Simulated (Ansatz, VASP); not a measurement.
## BC149 (amorphous carbon): VASP beside Ansatz

One calculation is typed for both programs; each brings its own data sets. How far apart do they land? Of the first pair: The structure shown is the start of the Ansatz relaxation below; VASP solves that cell, so the two are compared at the walk's first step.

Method: plane waves, with VASP 6.6.1 beside it; PBE, in Ansatz 0.2.0.

### Step 1. Starting point

The cell holds 150 atoms: 149 C and 1 B. Its edges and angles: a = 10.082 Å, b = 10.082 Å, c = 10.082 Å, α = 90.0°, β = 90.0°, γ = 90.0°. It derives from C (amorphous carbon). As first built, before any earlier steps moved the atoms or strained the cell (in the runner's words): 150 atoms (150 C) placed at random at 2.92 g/cm^3, melted at 6000 K for 10 ps at fixed volume with the Tersoff potential (Tersoff, Phys. Rev. B 39, 5566 (1989)). Quenched from 6000 K to 300 K at 100 K/ps and fixed volume, held 5 ps, then minimised at fixed cell. Nearest the centre at fractional (0.310, 0.753, 0.585): B150 at 0.00 Å, C102 at 1.45 Å, C60 at 1.46 Å, C141 at 1.51 Å, C17 at 2.30 Å, C95 at 2.41 Å, C146 at 2.46 Å, C62 at 2.51 Å.

### Step 2. Ansatz: relaxation, PBE

Ansatz runs on its default PAW (the set named soft_2) files.

The two programs are compared at the cell with which this relaxation starts, whose forces are those of its first step.

Contents of input.yaml:

```yaml
crystal:
  lattice:
    - [10.0824, 0.0, 0.0]
    - [0.0, 10.0824, 0.0]
    - [0.0, 0.0, 10.0824]
  atoms:
    - { symbol: C, position: [0.18542, 0.25009, 0.68729] }
    - { symbol: C, position: [0.42123, 0.15941, 0.76588] }
[... 1 atom line left out ...]
    - { symbol: C, position: [0.01845, 0.4832, 0.70091] }
[... 1 atom line left out ...]
    - { symbol: C, position: [0.35954, 0.92107, 0.77806] }
[... 8 atom lines left out ...]
    - { symbol: C, position: [0.00166, 0.83287, 0.48658] }
[... 1 atom line left out ...]
    - { symbol: C, position: [0.20823, 0.61443, 0.73542] }
    - { symbol: C, position: [0.72129, 0.71408, 0.59278] }
[... 12 atom lines left out ...]
    - { symbol: C, position: [0.95381, 0.59203, 0.45954] }
[... 7 atom lines left out ...]
    - { symbol: C, position: [0.20458, 0.93584, 0.82496] }
[... 1 atom line left out ...]
    - { symbol: C, position: [0.10733, 0.81069, 0.85117] }
[... 4 atom lines left out ...]
    - { symbol: C, position: [0.19114, 0.91, 0.32786] }
[... 3 atom lines left out ...]
    - { symbol: C, position: [0.40325, 0.63276, 0.93267] }
[... 2 atom lines left out ...]
    - { symbol: C, position: [0.57215, 0.79469, 0.82853] }
[... 2 atom lines left out ...]
    - { symbol: C, position: [0.95043, 0.61445, 0.61692] }
[... 1 atom line left out ...]
    - { symbol: C, position: [0.65256, 0.90997, 0.45217] }
[... 1 atom line left out ...]
    - { symbol: C, position: [0.37844, 0.68794, 0.47499] }
    - { symbol: C, position: [0.11031, 0.97758, 0.70135] }
    - { symbol: C, position: [0.32574, 0.54188, 0.45367] }
[... 1 atom line left out ...]
    - { symbol: C, position: [0.53103, 0.99358, 0.63382] }
    - { symbol: C, position: [0.35069, 0.89261, 0.32735] }
[... 5 atom lines left out ...]
    - { symbol: C, position: [0.08481, 0.53982, 0.43109] }
[... 1 atom line left out ...]
    - { symbol: C, position: [0.15803, 0.6727, 0.85634] }
[... 10 atom lines left out ...]
    - { symbol: C, position: [0.27535, 0.52111, 0.30551] }
    - { symbol: C, position: [0.25933, 0.37673, 0.69571] }
[... 3 atom lines left out ...]
    - { symbol: C, position: [0.40387, 0.98422, 0.4428] }
[... 5 atom lines left out ...]
    - { symbol: C, position: [0.18953, 0.55361, 0.52935] }
[... 1 atom line left out ...]
    - { symbol: C, position: [0.3179, 0.04954, 0.55179] }
[... 3 atom lines left out ...]
    - { symbol: C, position: [0.52818, 0.94768, 0.50985] }
    - { symbol: C, position: [0.18212, 0.68951, 0.60769] }
[... 1 atom line left out ...]
    - { symbol: C, position: [0.28695, 0.66179, 0.2486] }
    - { symbol: C, position: [0.12898, 0.91754, 0.45947] }
    - { symbol: C, position: [0.3888, 0.74269, 0.33429] }
    - { symbol: C, position: [0.18124, 0.98249, 0.56664] }
[... 3 atom lines left out ...]
    - { symbol: C, position: [0.53608, 0.70277, 0.29236] }
[... 5 atom lines left out ...]
    - { symbol: C, position: [0.01911, 0.84803, 0.73153] }
[... 1 atom line left out ...]
    - { symbol: C, position: [0.54557, 0.52429, 0.58448] }
    - { symbol: C, position: [0.17091, 0.48995, 0.66754] }
    - { symbol: C, position: [0.12373, 0.50926, 0.3076] }
[... 1 atom line left out ...]
    - { symbol: C, position: [0.57197, 0.67302, 0.59616] }
[... 14 atom lines left out ...]
    - { symbol: C, position: [0.3233, 0.22958, 0.04955] }
[... 1 atom line left out ...]
    - { symbol: C, position: [0.88775, 0.0523, 0.60554] }
    - { symbol: C, position: [0.31232, 0.67297, 0.82254] }
    - { symbol: C, position: [0.37434, 0.78368, 0.71669] }
[... 1 atom line left out ...]
    - { symbol: C, position: [0.39012, 0.32019, 0.57507] }
[... 1 atom line left out ...]
    - { symbol: C, position: [0.80565, 0.61761, 0.63954] }
[... 1 atom line left out ...]
    - { symbol: C, position: [0.32079, 0.36287, 0.83961] }
[... 1 atom line left out ...]
    - { symbol: C, position: [0.8613, 0.37149, 0.40921] }
kpoints:
  mp_grid: { grid: [1, 1, 1] }
hamiltonian:
  xc: pbe
scf:
  occupations: { method: gaussian, width: 0.05 }
output:
  forces: true
  eigenvalues: true
relax:
  f_tol: 0.05
  max_steps: 90
```

On the command line:

```console
> ansatz run input.yaml --threads 4 --pin off --max-ram 8192MiB --backend cpu --events-out ev --progress --plain --runs-dir out
```

Numbers of over 12 decimals in the logs are rounded to 6 here.

Output:

```text
Engine: ansatz 0.2.0, aarch64-unknown-linux-gnu
Pseudopotentials: kind: paw
Pseudopotential: C, paw, valence charge 4, recommended cutoff 420 eV (normal), C.paw.azcp
Pseudopotential: B, paw, valence charge 3, recommended cutoff 420 eV (normal), B.paw.azcp
Functional definition: PBE
  parameter kappa = 0.804
  parameter beta = 0.066725
  exchange = pbe_x(kappa = kappa, mu = beta*pi^2/3)
  correlation = pbe_c(beta = beta)
Crystal: 150 atoms, lattice volume = 1024.924 Å³
Basis set: ecut = 420 eV, 20005 PW (Γ), exchange–correlation on 144×144×144 points (8 copies of the dense FFT grid, shifted against one another)
Bands: 450, of which v1, the nominal top of the filled ones, is band 300 counted from 1 (299 counted from 0)
Symmetry: 1 space group operations
Space group: P1 (ITA 1), of the structure as read, at distance tolerance 1.0e-4 Å
k-points: 1
Non-local potential: C, projectors of the file, l = 0: 2, l = 1: 2, l = 2: 1
Non-local potential: B, projectors of the file, l = 0: 2, l = 1: 2, l = 2: 1
PAW form: soft (Blöchl's): semilocal exchange-correlation on the pseudo side does not see the compensation charge
PAW one-centre angular grid: C, 110 points (default); XC on 64 Gauss nodes
PAW one-centre angular grid: B, 110 points (default); XC on 64 Gauss nodes
Initial density: superposition of atomic densities (neutral atoms: chi_scale 0, normalization atom), corrected by the library's trained network
Initial wavefunctions: pseudopotential atomic-orbital guess
Functional: x = pbe(κ = 0.804, μ = 0.219515), c = pbe(β = 0.066725)
SCF iter   1: F=—  HF=-37432.107529 eV  |F-HF|=—  |Δ(HF+E_count)|=         —  Δρ=1.69e-2  dr2=6.85e0  ethr=1.77e-3  ⟨swp⟩=6.0  Hψ=1840  notcnv=0  defer=118
preconditioner: auto → Resta (q_TF=auto, 2.495 Å⁻¹)  ε∞=4.6  [insulator: Δε(μ)=0.322 eV  Ē_g=15.034 eV  σ=0.050 eV  W_gap=0.50  n_scr=256 (ndim 8)  ℏωp=28.4 eV  f_vac=0.002  D(μ)=22.57/eV (n_scr^D=146)  ε∞_Penn≈4.6]
SCF iter   2: F=—  HF=-37431.276922 eV  |F-HF|=—  |Δ(HF+E_count)|=   8.31e-1  Δρ=8.22e-3  dr2=1.55e0  ethr=1.14e-3  ⟨swp⟩=1.0  Hψ=518  notcnv=0  defer=126
SCF iter   3: F=—  HF=-37430.976396 eV  |F-HF|=—  |Δ(HF+E_count)|=   3.01e-1  Δρ=2.17e-3  dr2=7.85e-2  ethr=2.59e-4  ⟨swp⟩=2.0  Hψ=451  notcnv=0  defer=143
SCF iter   4: F=—  HF=-37430.965357 eV  |F-HF|=—  |Δ(HF+E_count)|=   1.10e-2  Δρ=6.43e-4  dr2=3.81e-3  ethr=1.31e-5  ⟨swp⟩=3.0  Hψ=774  notcnv=0  defer=143
SCF iter   5: F=—  HF=-37430.967037 eV  |F-HF|=—  |Δ(HF+E_count)|=   1.68e-3  Δρ=2.29e-4  dr2=1.15e-3  ethr=6.35e-7  ⟨swp⟩=3.0  Hψ=607  notcnv=0  defer=143
SCF iter   6: F=-37430.966978 eV  HF=-37430.967003 eV  |F-HF|=2.44e-5  |Δ(HF+E_count)|=   3.46e-5  Δρ=5.04e-5  dr2=4.51e-5  ethr=1.04e-8  ⟨swp⟩=16.0  Hψ=2689  notcnv=0
SCF 1 converged in 6 iterations: F = -37430.966978 eV  dr2 = 4.51e-5
  greatest PAW one-centre occupation: 0.697 electrons in one spin orbital (limit 2), on the C atom at site 75 (counted from 0), in its partial waves of l = 0
relax step   1: F+E_penalty+E_count = -37430.96697846 eV  Δ(F+E_penalty+E_count) = +0.000e0 eV  max|allowed force component| = 3.577e0 eV/Å  Δτ_max = 0.0000 Å  (6 SCF iters, dr2 threshold 6.25e-5 eV, accepted)
Initial density: handed on by an earlier stage of this run
Initial wavefunctions: those handed on with the density
iter 1 solved again at ethr=3.69e-5 eV; its pass at ethr=3.10e-3 eV (dr2=2.21e-1 eV) is discarded
SCF iter   1: F=—  HF=-37431.367785 eV  |F-HF|=—  |Δ(HF+E_count)|=         —  Δρ=4.94e-3  dr2=2.12e-1  ethr=3.69e-5  ⟨swp⟩=2.0  Hψ=1181  notcnv=0  defer=143
preconditioner: auto → Resta (q_TF=auto, 2.495 Å⁻¹)  ε∞=4.6  [insulator: Δε(μ)=0.263 eV  Ē_g=15.025 eV  σ=0.050 eV  W_gap=0.50  n_scr=256 (ndim 8)  ℏωp=28.4 eV  f_vac=0.002  D(μ)=22.57/eV (n_scr^D=146)  ε∞_Penn≈4.6]
SCF iter   2: F=—  HF=-37431.320481 eV  |F-HF|=—  |Δ(HF+E_count)|=   4.73e-2  Δρ=2.43e-3  dr2=4.85e-2  ethr=3.54e-5  ⟨swp⟩=2.0  Hψ=438  notcnv=0  defer=143
SCF iter   3: F=—  HF=-37431.308437 eV  |F-HF|=—  |Δ(HF+E_count)|=   1.20e-2  Δρ=2.28e-4  dr2=6.05e-4  ethr=8.10e-6  ⟨swp⟩=2.0  Hψ=555  notcnv=0  defer=143
iter 4 did not close the SCF: its close was put off for the readings that it lacked (scf_convergence_deferred on its scf_iter line)
SCF iter   4: F=-37431.308375 eV  HF=-37431.308388 eV  |F-HF|=1.25e-5  |Δ(HF+E_count)|=   4.90e-5  Δρ=6.73e-5  dr2=4.15e-5  ethr=1.01e-7  ⟨swp⟩=2.0  Hψ=737  notcnv=0  defer=143
iter 5 did not close the SCF: its close was put off for the readings that it lacked (scf_convergence_deferred on its scf_iter line)
SCF iter   5: F=-37431.308385 eV  HF=-37431.308389 eV  |F-HF|=4.23e-6  |Δ(HF+E_count)|=   1.49e-6  Δρ=1.91e-5  dr2=6.90e-6  ethr=6.93e-9  ⟨swp⟩=2.0  Hψ=605  notcnv=0  defer=143
SCF iter   6: F=-37431.308390 eV  HF=-37431.308390 eV  |F-HF|=6.39e-8  |Δ(HF+E_count)|=   4.51e-7  Δρ=5.16e-6  dr2=2.41e-7  ethr=1.15e-9  ⟨swp⟩=11.0  Hψ=2184  notcnv=0
[...]
- { symbol: C, position: [0.700259, 0.214956, 0.529363] }
    - { symbol: C, position: [0.469377, 0.177979, 0.039832] }
    - { symbol: C, position: [0.191748, 0.908276, 0.328514] }
    - { symbol: C, position: [0.935457, 0.034456, 0.855421] }
    - { symbol: C, position: [0.725559, 0.051241, 0.952246] }
    - { symbol: C, position: [0.823593, 0.344625, 0.734262] }
    - { symbol: C, position: [0.403230, 0.634744, 0.929881] }
    - { symbol: C, position: [0.751149, 0.586501, 0.337322] }
    - { symbol: C, position: [0.290861, 0.209732, 0.811142] }
    - { symbol: C, position: [0.572213, 0.796025, 0.828289] }
    - { symbol: C, position: [0.461193, 0.992849, 0.231351] }
    - { symbol: C, position: [0.272202, 0.258876, 0.214198] }
    - { symbol: C, position: [0.947101, 0.612873, 0.614851] }
    - { symbol: C, position: [0.415102, 0.705114, 0.046887] }
    - { symbol: C, position: [0.652221, 0.910091, 0.453015] }
    - { symbol: C, position: [0.677100, 0.222886, 0.186958] }
    - { symbol: C, position: [0.387082, 0.688855, 0.473216] }
    - { symbol: C, position: [0.110327, 0.976864, 0.702465] }
    - { symbol: C, position: [0.328412, 0.542764, 0.453882] }
    - { symbol: C, position: [0.638730, 0.276471, 0.407772] }
    - { symbol: C, position: [0.530428, 0.991000, 0.635688] }
    - { symbol: C, position: [0.351439, 0.892648, 0.326586] }
    - { symbol: C, position: [0.137079, 0.819906, 0.103699] }
    - { symbol: C, position: [0.871001, 0.897965, 0.791720] }
[...]
- { symbol: B, position: [0.304952, 0.760300, 0.583987] }
[...]
- { symbol: C, position: [0.400289, 0.032241, 0.686469] }
    - { symbol: C, position: [0.389304, 0.319165, 0.574990] }
    - { symbol: C, position: [0.442690, 0.444882, 0.496493] }
    - { symbol: C, position: [0.801534, 0.615071, 0.634958] }
    - { symbol: C, position: [0.515044, 0.749004, 0.713077] }
    - { symbol: C, position: [0.320767, 0.362975, 0.839332] }
    - { symbol: C, position: [0.030152, 0.746698, 0.616656] }
    - { symbol: C, position: [0.858253, 0.367249, 0.408773] }
```

Reading the cycles: dr2 is the Hartree energy of the density residual (eV), the measure of convergence; HF is the Harris–Foulkes estimate of the energy, which meets the free energy F at convergence.

### Step 3. VASP: single point, PBE, start cell, pair 1

The same cell, functional, mesh and smearing now go to VASP, with its own data sets.

Lines of VASP's logs that name or quote its potential files are left out, and so is its time.

Contents of INCAR:

```
SYSTEM = BC149
PREC = Accurate
ENCUT = 520
EDIFF = 1E-06
NELM = 120
ISMEAR = 0
SIGMA = 0.05
LREAL = Auto
ALGO = Normal
GGA = PE
NBANDS = 404
LORBIT = 11
LWAVE = .FALSE.
LCHARG = .FALSE.
ISIF = 2
LASPH = .TRUE.
GGA_COMPAT = .FALSE.
```

Contents of POSCAR:

```
BC149
1.0
   10.0824000000      0.0000000000      0.0000000000
    0.0000000000     10.0824000000      0.0000000000
    0.0000000000      0.0000000000     10.0824000000
C B
149 1
Direct
    0.1854221217      0.2500892645      0.6872867571
    0.4212290724      0.1594064905      0.7658791558
[... 1 atom line left out ...]
    0.0184479886      0.4831984448      0.7009144648
[... 1 atom line left out ...]
    0.3595374117      0.9210703801      0.7780587955
[... 8 atom lines left out ...]
    0.0016563517      0.8328671745      0.4865805761
[... 1 atom line left out ...]
    0.2082341506      0.6144271205      0.7354201381
    0.7212865984      0.7140760136      0.5927755296
[... 12 atom lines left out ...]
    0.9538106007      0.5920316591      0.4595433627
[... 7 atom lines left out ...]
    0.2045842260      0.9358386892      0.8249623106
[... 1 atom line left out ...]
    0.1073256368      0.8106899151      0.8511663890
[... 4 atom lines left out ...]
    0.1911449655      0.9100015869      0.3278584464
[... 3 atom lines left out ...]
    0.4032472427      0.6327560898      0.9326747600
[... 2 atom lines left out ...]
    0.5721455209      0.7946917401      0.8285328890
[... 2 atom lines left out ...]
    0.9504284694      0.6144469571      0.6169166072
[... 1 atom line left out ...]
    0.6525628819      0.9099718321      0.4521740855
[... 1 atom line left out ...]
    0.3784416409      0.6879413632      0.4749861144
    0.1103110371      0.9775847021      0.7013508688
    0.3257359359      0.5418848687      0.4536717448
[... 1 atom line left out ...]
    0.5310342776      0.9935828771      0.6338173451
    0.3506903118      0.8926148536      0.3273526145
[... 5 atom lines left out ...]
    0.0848111561      0.5398218678      0.4310878362
[... 1 atom line left out ...]
    0.1580278505      0.6726969769      0.8563437277
[... 10 atom lines left out ...]
    0.2753511069      0.5211060859      0.3055125764
    0.2593330953      0.3767257796      0.6957073713
[... 3 atom lines left out ...]
    0.4038720939      0.9842200270      0.4428013171
[... 5 atom lines left out ...]
    0.1895282869      0.5536082679      0.5293481711
[... 1 atom line left out ...]
    0.3179004999      0.0495417758      0.5517932238
[... 3 atom lines left out ...]
    0.5281778148      0.9476811077      0.5098488455
    0.1821193367      0.6895084504      0.6076926129
[... 1 atom line left out ...]
    0.2869455685      0.6617868761      0.2486015234
    0.1289772276      0.9175394747      0.4594739348
    0.3887963183      0.7426902325      0.3342854876
    0.1812366103      0.9824942474      0.5666408792
[... 3 atom lines left out ...]
    0.5360826787      0.7027691819      0.2923609458
[... 5 atom lines left out ...]
    0.0191125129      0.8480322146      0.7315321749
[... 1 atom line left out ...]
    0.5455744664      0.5242898516      0.5844838531
    0.1709116877      0.4899527890      0.6675394747
    0.1237304610      0.5092636674      0.3075954138
[... 1 atom line left out ...]
    0.5719669920      0.6730242799      0.5961576609
[... 14 atom lines left out ...]
    0.5032432754      0.9221812267      0.8730262636
[... 1 atom line left out ...]
    0.3123165119      0.6729746886      0.8225422518
    0.3743354757      0.7836824566      0.7166944378
    0.4001824962      0.0322046338      0.6849063715
[... 1 atom line left out ...]
    0.4444179957      0.4457668809      0.4966575419
[... 1 atom line left out ...]
    0.5180314211      0.7481552011      0.7117848925
[... 1 atom line left out ...]
    0.0344362453      0.7488792351      0.6166587320
[... 1 atom line left out ...]
    0.3097972705      0.7527473617      0.5852277236
```

Contents of KPOINTS:

```
Automatic mesh
0
Gamma
1 1 1
0 0 0
```

The projector-augmented-wave data sets are C and B (PBE family, release 64).

On the command line:

```console
> export OMP_NUM_THREADS=3
> mpirun -np 1 vasp_gam
```

Output:

```text
[banner, memory and clock lines left out]
running    1 mpi-ranks, on    1 nodes
[...]
Offloading initialized ...    1 GPUs detected
[...]
LDA part: xc-table for (Slater+PW92), standard interpolation
 POSCAR, INCAR and KPOINTS ok, starting setup
[...]
entering main loop
       N       E                     dE             d eps       ncg     rms          rms(c)
DAV:   1     0.406917716012E+04    0.40692E+04   -0.35773E+05   808   0.151E+03
DAV:   2    -0.919867707081E+03   -0.49890E+04   -0.46790E+04  1028   0.343E+02
DAV:   3    -0.131289452678E+04   -0.39303E+03   -0.38351E+03  1000   0.927E+01
DAV:   4    -0.132353019533E+04   -0.10636E+02   -0.10550E+02   968   0.163E+01
[...]
DAV:  17    -0.126628133667E+04    0.46392E-05   -0.53309E-04   944   0.245E-02    0.119E-02
DAV:  18    -0.126628134017E+04   -0.34918E-05   -0.24221E-05   944   0.773E-03    0.849E-03
DAV:  19    -0.126628134091E+04   -0.74804E-06   -0.81645E-06   936   0.392E-03
   1 F= -.12662813E+04 E0= -.12662672E+04  d E =-.282095E-01
```

OUTCAR, selected parts (step 3):

```text
  FREE ENERGIE OF THE ION-ELECTRON SYSTEM (eV)
  ---------------------------------------------------
  free  energy   TOTEN  =     -1266.2813409131 eV

  energy  without entropy=    -1266.2531314339  energy(sigma->0) =    -1266.26723617
```

This run has no spin polarisation. Its electron count is odd, so without a moment it is a metal by construction.

[end of part 1 of 2]

[Lines on the potential files, build, host, timing and source positions are cut from VASP's logs without a mark.]

[Logs are printed without paths, hosts, clocks, repeated set-up lines and the standing remarks that a program may print on its own settings, such as how far it seeks lower states.]

[Hosts, paths, dates, database ids (printed as entryN), source tags and the programs' standing remarks are cut or masked in the printed files.]
